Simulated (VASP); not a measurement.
```
CELL_PARAMETERS angstrom
      0.00000     2.84087     2.84087
      2.84087     0.00000     2.84087
      2.84087     2.84087     0.00000
ATOMIC_POSITIONS crystal
  Li 0.25000 0.25000 0.25000
  Li 0.75000 0.75000 0.75000
  S  0.00000 0.00000 0.00000
```

Level of theory: optB86b-vdW, VASP's PBE PAW potentials (set 64) (plane waves; VASP 6.6.1). Settings: 520 eV cut-off, 7×7×7 Γ-centred mesh, Gaussian smearing of 0.050 eV, potentials Li_sv S.

Question: Predict the energy per atom (σ→0).

Answer: 
```json
{
 "energy per atom (σ→0)": "-2.964 eV/atom"
}
```

The absolute energy has meaning only against runs of the same code, potentials and settings.

The compound is Li2S in the antifluorite structure. It was relaxed first.
